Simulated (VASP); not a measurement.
Set up this calculation in VASP 6.6.1, as the native input.

```yaml
Task: relaxation of cell and atoms
Functional: PBE
Potentials_or_basis: VASP PAW PBE potentials, release 64 (Be, Cd, Te)
Cutoff: 520 eV
k_mesh: 4 × 4 × 4
Occupations: gaussian, width 0.03 eV
Spin: no spin polarisation
Further_INCAR_settings: ALGO = Normal; EDIFF = 1e-06; IBRION = 2; EDIFFG = -0.01; NSW = 90; ISIF = 3
```

The structure of Be3CdTe4 lies in POSCAR:

```
Be3CdTe4
1.0
    5.9160000000      0.0000000000      0.0000000000
    0.0000000000      5.9160000000      0.0000000000
    0.0000000000      0.0000000000      5.9160000000
Be Cd Te
3 1 4
Direct
    0.0000000000      0.5000000000      0.5000000000
    0.5000000000      0.5000000000      0.0000000000
    0.5000000000      0.0000000000      0.5000000000
    0.0000000000      0.0000000000      0.0000000000
    0.7310682900      0.7310682900      0.2689317100
    0.7310682900      0.2689317100      0.7310682900
    0.2689317100      0.7310682900      0.7310682900
    0.2689317100      0.2689317100      0.2689317100
```

The cell was built by a generator and needn't be a form met in nature.

These files were run (other wordings do the same):

INCAR

```
SYSTEM = Be3CdTe4
PREC = Accurate
ENCUT = 520
EDIFF = 1E-6
ISMEAR = 0
SIGMA = 0.03
LREAL = .False.
LASPH = .True.
NELM = 120
ALGO = Normal
ISIF = 3
LWAVE = .False.
LCHARG = .False.
GGA = PE
IBRION = 2
NSW = 90
EDIFFG = -0.01
KPAR = 8
```

KPOINTS

```
regular mesh
0
Gamma
  4 4 4
  0 0 0
```

Potentials or basis: VASP PAW PBE potentials, release 64 (Be, Cd, Te).

Command:

```console
$ cat potpaw_PBE.64/Be/POTCAR potpaw_PBE.64/Cd/POTCAR potpaw_PBE.64/Te/POTCAR > POTCAR
$ mpirun -np 8 vasp_std > vasp.out
```

Results of the run:

```yaml
Relaxed_volume: 25.92 Å³/atom
Relaxed_cell: a = 5.919 Å, b = 5.919 Å, c = 5.919 Å, α = 90.00°, β = 90.00°, γ = 90.00°
Space_group_after_relaxing_to_0.05_Å: P-43m (No. 215)
Energy_gained_by_relaxing: 0.0 meV/atom
Ionic_steps: 4
Pressure_after_relaxing: 0.0 GPa
Largest_force_after_relaxing: 0.003 eV/Å
Band_gap_on_the_k_mesh: 1.87 eV, direct
```

Caveat: spin-orbit coupling is left out, which moves the levels of the heavy elements.

Run time: 75 s on 8 MPI ranks on Intel(R) Xeon(R) Platinum 8375C CPU @ 2.90GHz (Ice Lake), with other jobs on the host, peak memory 0.38 GiB a rank.
